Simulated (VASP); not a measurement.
Data:

```xyz
12
Lattice="-2.9434 3.2498 3.2493 2.9434 -3.2498 3.2493 2.9434 3.2498 -3.2493" Properties=species:S:1:pos:R:3 pbc="T T T"
Ti     2.9434     1.6249     1.6362
Ti     0.0000     1.6249     1.6131
Ti     1.4717     1.6249    -1.6246
Ti     1.4717    -1.6249     1.6246
O      1.4741     1.6249     0.3536
O      1.4693     1.6249     2.8957
O      4.4127     1.6249     0.3536
O     -1.4693     1.6249     2.8957
O      2.9434     2.8958    -1.6266
O      0.0000     0.3540     4.8759
O      0.0000     3.6038     1.6227
O      2.9434    -0.3540     1.6266
```

Method: PBEsol GGA, VASP's PBE PAW potentials (set 64) (plane waves; VASP). Settings: 520 eV cut-off, 6×6×6 Γ-centred mesh, tetrahedra with Blöchl corrections, potentials Ti_sv O.

The cores are frozen, which limits the accuracy of field gradients.

Task: Give the principal components of the electric field gradient (V/Å²) and the asymmetry η at each nucleus.

Result: 
| atom | Vxx | Vyy | Vzz | η |
|---|---|---|---|---|
| Ti1 | 15.8 | 4.7 | -20.5 | 0.54 |
| Ti2 | 15.8 | 4.7 | -20.5 | 0.54 |
| Ti3 | 15.6 | 4.7 | -20.3 | 0.54 |
| Ti4 | 15.6 | 4.7 | -20.3 | 0.54 |
| O5 | -19.7 | -2.2 | 21.8 | 0.80 |
| O6 | -19.7 | -2.2 | 21.8 | 0.80 |
| O7 | -19.7 | -2.2 | 21.8 | 0.80 |
| O8 | -19.7 | -2.2 | 21.8 | 0.80 |
| O9 | -19.7 | -2.2 | 21.9 | 0.80 |
| O10 | -19.7 | -2.2 | 21.9 | 0.80 |
| O11 | -19.7 | -2.2 | 21.9 | 0.80 |
| O12 | -19.7 | -2.2 | 21.9 | 0.80 |

The structure comes from a computed database's TiO2 entry (Imma); how it stands against other phases isn't given here. It was relaxed first.
